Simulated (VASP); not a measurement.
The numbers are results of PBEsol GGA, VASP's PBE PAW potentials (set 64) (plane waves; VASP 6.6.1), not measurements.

The input files of a VASP run:

### KPOINTS
```
Automatic mesh
0
Gamma
6 6 3
0 0 0
```

**INCAR**
```
SYSTEM = CaHI
PREC = Accurate
ENCUT = 400
EDIFF = 1E-7
NELM = 100
ALGO = Normal
LREAL = .FALSE.
LASPH = .TRUE.
ISMEAR = -5
GGA = PS
LMAXMIX = 4
LWAVE = .FALSE.
LCHARG = .TRUE.
LORBIT = 11
NEDOS = 601
ISIF = 2
LEFG = .TRUE.
```

POSCAR:
```
CaHI
1
    3.9717882789     0.0000000000     0.0000000000
    0.0000000000     3.9717882789     0.0000000000
    0.0000000000     0.0000000000     8.7465595635
Ca H I
2 2 2
Direct
  0.0000000000   0.5000000000   0.1364895538
  0.5000000000   0.0000000000   0.8635104462
  0.5000000000   0.5000000000   0.0000000000
  0.0000000000   0.0000000000   0.0000000000
  0.0000000000   0.5000000000   0.6861316092
  0.5000000000   0.0000000000   0.3138683908
```

POTCAR, in this order: Ca_sv H I (PBE.64 set). Program: vasp_std.

What VASP printed:

File OUTCAR:
```
 ion  position               nearest neighbor table
   1  0.000  0.500  0.136-   6 3.21   6 3.21   6 3.21   6 3.21
   2  0.500  0.000  0.864-   5 3.21   5 3.21   5 3.21   5 3.21
   3  0.500  0.500  0.000-
   4  0.000  0.000  0.000-
   5  0.000  0.500  0.686-   2 3.21   2 3.21   2 3.21   2 3.21
   6  0.500  0.000  0.314-   1 3.21   1 3.21   1 3.21   1 3.21
  LATTYP: Found a simple tetragonal cell.
 ALAT       =     3.9717882789
 C/A-ratio  =     2.2021716540
 Subroutine PRICEL returns:
 Original cell was already a primitive cell.
 Subroutine GETGRP returns: Found 16 space group operations
The static configuration has the point symmetry D_2d.
 The point group associated with its full space group is D_4h.
The dynamic configuration has the point symmetry D_2d.
 Subroutine INISYM returns: Found 16 space group operations
 Subroutine IBZKPT returns following result:
 Found     20 irreducible k-points:

 Following reciprocal coordinates:
            Coordinates               Weight
  0.000000  0.000000  0.000000      1.000000
  0.166667  0.000000  0.000000      4.000000
  0.333333  0.000000  0.000000      4.000000
  0.500000  0.000000  0.000000      2.000000
  0.166667  0.166667  0.000000      4.000000
  0.333333  0.166667  0.000000      8.000000
  0.500000  0.166667  0.000000      4.000000
  0.333333  0.333333  0.000000      4.000000
  0.500000  0.333333  0.000000      4.000000
  0.500000  0.500000  0.000000      1.000000
  0.000000  0.000000  0.333333      2.000000
  0.166667  0.000000  0.333333      8.000000
  0.333333  0.000000  0.333333      8.000000
  0.500000  0.000000  0.333333      4.000000
  0.166667  0.166667  0.333333      8.000000
  0.333333  0.166667  0.333333     16.000000
  0.500000  0.166667  0.333333      8.000000
  0.333333  0.333333  0.333333      8.000000
...
```

OSZICAR:
```
       N       E                     dE             d eps       ncg     rms          rms(c)
DAV:   1     0.249890499384E+03    0.24989E+03   -0.14540E+04   888   0.119E+03
DAV:   2    -0.227124490086E+01   -0.25216E+03   -0.24898E+03  1008   0.334E+02
DAV:   3    -0.213681668909E+02   -0.19097E+02   -0.19044E+02  1452   0.735E+01
DAV:   4    -0.224981175009E+02   -0.11300E+01   -0.11283E+01  1382   0.169E+01
DAV:   5    -0.225361163897E+02   -0.37999E-01   -0.37998E-01  1280   0.228E+00    0.796E+00
DAV:   6    -0.214983301886E+02    0.10378E+01   -0.17808E+00  1018   0.644E+00    0.405E+00
DAV:   7    -0.212211165023E+02    0.27721E+00   -0.13112E+00  1060   0.588E+00    0.120E+00
DAV:   8    -0.212376192993E+02   -0.16503E-01   -0.19153E-01  1258   0.234E+00    0.857E-01
DAV:   9    -0.212376153238E+02    0.39755E-05   -0.54425E-03  1268   0.401E-01    0.577E-01
DAV:  10    -0.212387263489E+02   -0.11110E-02   -0.80127E-03  1138   0.467E-01    0.155E-01
DAV:  11    -0.212388346165E+02   -0.10827E-03   -0.92824E-04  1196   0.165E-01    0.173E-01
DAV:  12    -0.212388282847E+02    0.63318E-05   -0.18272E-04  1102   0.557E-02    0.704E-02
DAV:  13    -0.212388583158E+02   -0.30031E-04   -0.70713E-05  1032   0.389E-02    0.257E-02
DAV:  14    -0.212388581226E+02    0.19314E-06   -0.46486E-06  1138   0.139E-02    0.169E-02
DAV:  15    -0.212388584220E+02   -0.29938E-06   -0.26225E-06  1050   0.889E-03    0.248E-03
DAV:  16    -0.212388585852E+02   -0.16318E-06   -0.81104E-07   956   0.408E-03    0.339E-03
DAV:  17    -0.212388585956E+02   -0.10392E-07   -0.25025E-07   824   0.243E-03
   1 F= -.21238859E+02 E0= -.21238859E+02  d E =0.000000E+00
```

**OUTCAR**
```
------------------------ aborting loop because EDIFF is reached ----------------------------------------
  FORCE on cell =-STRESS in cart. coord.  units (eV):
  Direction    XX          YY          ZZ          XY          YZ          ZX
  --------------------------------------------------------------------------------------
  Total       -0.0081875     -0.0081875     -0.0463192      0.0000000      0.0000000      0.0000000
  in kB       -0.0950719     -0.0950719     -0.5378517      0.0000000      0.0000000      0.0000000
  external PRESSURE =      -0.2426652 kB  Pullay stress =       0.0000000 kB
  volume of cell :      137.98
      direct lattice vectors                 reciprocal lattice vectors
     3.971788279  0.000000000  0.000000000     0.251775757  0.000000000  0.000000000
     0.000000000  3.971788279  0.000000000     0.000000000  0.251775757  0.000000000
     0.000000000  0.000000000  8.746559563     0.000000000  0.000000000  0.114330668
 POSITION                                       TOTAL-FORCE (eV/Angst)
 -----------------------------------------------------------------------------------
      0.00000      1.98589      1.19381         0.000000     -0.000000     -0.001666
      1.98589      0.00000      7.55275         0.000000      0.000000      0.001666
      1.98589      1.98589      0.00000         0.000000     -0.000000      0.000000
      0.00000      0.00000      0.00000         0.000000     -0.000000      0.000000
      0.00000      1.98589      6.00129         0.000000      0.000000     -0.004851
      1.98589      0.00000      2.74527         0.000000     -0.000000      0.004851
 -----------------------------------------------------------------------------------
    total drift:                                0.000000      0.000000     -0.000000
  FREE ENERGIE OF THE ION-ELECTRON SYSTEM (eV)
  ---------------------------------------------------
  free  energy   TOTEN  =       -21.2388585956 eV

  energy  without entropy=      -21.2388585956  energy(sigma->0) =      -21.23885860

 total charge

# of ion       s       p       d       tot
------------------------------------------
    1        2.030   5.848   0.250   8.128
    2        2.030   5.848   0.250   8.128
    3        0.534   0.002   0.000   0.536
    4        0.534   0.002   0.000   0.536
    5        1.502   2.823   0.011   4.336
    6        1.502   2.823   0.011   4.336
--------------------------------------------------
tot          8.131  17.347   0.522  26.001
```
(Selected blocks of OUTCAR.)

The structure comes from a computed database's CaHI entry (P4/nmm); how it stands against other phases isn't given here. It was relaxed first, which changed the volume by -9 %.
